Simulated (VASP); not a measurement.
Here is the system:

```xyz
2
Lattice="2.9247 0.0000 0.0000 0.0000 2.9247 0.0000 0.0000 0.0000 3.6036" Properties=species:S:1:pos:R:3 pbc="T T T"
Cu     0.0000     0.0000     0.0000
Au     1.4623     1.4623     1.8018
```

Level of theory: r2SCAN meta-GGA, VASP's PBE PAW potentials (set 64) (plane waves; VASP). Run with 480 eV cut-off, 12×12×10 Γ-centred mesh, first-order Methfessel-Paxton smearing of 0.10 eV, potentials Cu Au.

Problem. Give the stress tensor in GPa (positive for a compressed cell).

Solution. 
```
-7.50   0.00   0.00
 0.00  -7.50   0.00
 0.00   0.00  -8.09
```
The pressure is its mean diagonal, -7.70 GPa.

The compound is CuAu in the L1_0 structure. This cell was strained or had an atom moved on purpose.
